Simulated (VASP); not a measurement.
All values below come from LDA (Ceperley-Alder, Perdew-Zunger), VASP's LDA PAW potentials (set 64) (plane waves; VASP).

Input for VASP

### INCAR
```
SYSTEM = PbSe
PREC = Accurate
ENCUT = 500
EDIFF = 1E-6
NELM = 100
ALGO = Normal
LREAL = .FALSE.
LASPH = .TRUE.
ISMEAR = 0
SIGMA = 0.05
LMAXMIX = 4
LWAVE = .FALSE.
LCHARG = .FALSE.
IBRION = 2
ISIF = 3
NSW = 40
EDIFFG = -0.02
PSTRESS = 50
```

**KPOINTS**
```
Automatic mesh
0
Gamma
8 8 8
0 0 0
```

### POSCAR
```
PbSe
1.0
  0.0000000000   2.9481606403   2.9481606403
  2.9481606403   0.0000000000   2.9481606403
  2.9481606403   2.9481606403   0.0000000000
Pb Se
1 1
direct
  0.0000000000   0.0000000000   0.0000000000
  0.5000000000   0.5000000000   0.5000000000
```

POTCAR, in this order: Pb_d Se (LDA.64 set). Program: vasp_std.

Output of the run:

### OSZICAR
```
       N       E                     dE             d eps       ncg     rms          rms(c)
DAV:   1     0.160399154555E+03    0.16040E+03   -0.97169E+03   812   0.145E+03
DAV:   2     0.366248361038E+01   -0.15674E+03   -0.15367E+03   836   0.355E+02
DAV:   3    -0.932694744432E+01   -0.12989E+02   -0.12745E+02  1094   0.106E+02
DAV:   4    -0.962047083507E+01   -0.29352E+00   -0.29300E+00   854   0.184E+01
DAV:   5    -0.962957049105E+01   -0.90997E-02   -0.90994E-02  1140   0.342E+00    0.322E+00
DAV:   6    -0.941261228877E+01    0.21696E+00   -0.53898E-01  1242   0.682E+00    0.199E+00
DAV:   7    -0.940210365368E+01    0.10509E-01   -0.88894E-02   930   0.186E+00    0.927E-01
DAV:   8    -0.940076821329E+01    0.13354E-02   -0.71070E-03   974   0.114E+00    0.666E-02
DAV:   9    -0.940063148581E+01    0.13673E-03   -0.90685E-04  1202   0.367E-01    0.484E-02
DAV:  10    -0.940064155662E+01   -0.10071E-04   -0.73527E-05   896   0.796E-02    0.154E-02
DAV:  11    -0.940063863257E+01    0.29240E-05   -0.19906E-05  1172   0.540E-02    0.923E-03
DAV:  12    -0.940063873249E+01   -0.99918E-07   -0.14502E-06   568   0.140E-02
   1 F= -.78012912E+01 E0= -.78012909E+01  d E =-.780129E+01
```

File OUTCAR:
```
------------------------ aborting loop because EDIFF is reached ----------------------------------------
  FORCE on cell =-STRESS in cart. coord.  units (eV):
  Direction    XX          YY          ZZ          XY          YZ          ZX
  --------------------------------------------------------------------------------------
  Total        1.5902518      1.5902518      1.5902518      0.0000000      0.0000000      0.0000000
  in kB       49.7156413     49.7156413     49.7156413      0.0000000      0.0000000      0.0000000
  external PRESSURE =      -0.2843587 kB  Pullay stress =      50.0000000 kB
  volume of cell :       51.25
      direct lattice vectors                 reciprocal lattice vectors
     0.000000000  2.948160640  2.948160640    -0.169597271  0.169597271  0.169597271
     2.948160640  0.000000000  2.948160640     0.169597271 -0.169597271  0.169597271
     2.948160640  2.948160640  0.000000000     0.169597271  0.169597271 -0.169597271
  FREE ENERGIE OF THE ION-ELECTRON SYSTEM (eV)
  ---------------------------------------------------
  free  energy   TOTEN  =        -9.4006387325 eV

  energy  without entropy=       -9.4006382520  energy(sigma->0) =       -9.40063849
  enthalpy is  TOTEN    =        -7.8012911839 eV   P V=        1.5993475486

 reached required accuracy - stopping structural energy minimisation
```
(Selected blocks of OUTCAR.)

The compound is PbSe in the rock salt structure. It was relaxed first under an external pressure of 5 GPa.
